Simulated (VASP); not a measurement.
CdSe:

```xyz
2
Lattice="0.0000 3.0500 3.0500 3.0500 0.0000 3.0500 3.0500 3.0500 0.0000" Properties=species:S:1:pos:R:3 pbc="T T T"
Cd    0.0000    0.0000    0.0000
Se    1.5250    1.5250    1.5250
```

The cell was built by a generator and needn't be a form met in nature.

- Program: VASP 6.6.1
- Task: relaxation of cell and atoms
- Functional: PBE
- Potentials or basis: VASP PAW PBE potentials, release 64 (Cd, Se)
- Cutoff: 600 eV
- k mesh: 10 × 10 × 10
- Occupations: gaussian, width 0.02 eV
- Spin: no spin polarisation

At the start: pressure 2.6 GPa; volume 28.37 Å³/atom.

**Question.** How do energy, volume and symmetry change on relaxing?

**Answer.** Over 5 steps the energy falls by 11.6 meV/atom and the volume is 29.86 Å³/atom (+5.3 %); space group F-43m (No. 216, to 0.05 Å).

Step by step:
```
step  energy change (eV)  largest force (eV/Å)  pressure (GPa)  volume (Å³)
   1              0.0000                0.0000            2.60        56.75
   2             -0.0215                0.0000           -0.63        60.61
   3             -0.0232                0.0000            0.01        59.74
   4             -0.0232                0.0000           -0.04        59.80
   5             -0.0232                0.0000           -0.01        59.73
```

Final structure:
```
Cd Se
1.0
     0.00000    3.10256    3.10256
     3.10256    0.00000    3.10256
     3.10256    3.10256    0.00000
Cd Se
1 1
Direct
  0.00000 0.00000 0.00000
  0.25000 0.25000 0.25000
```
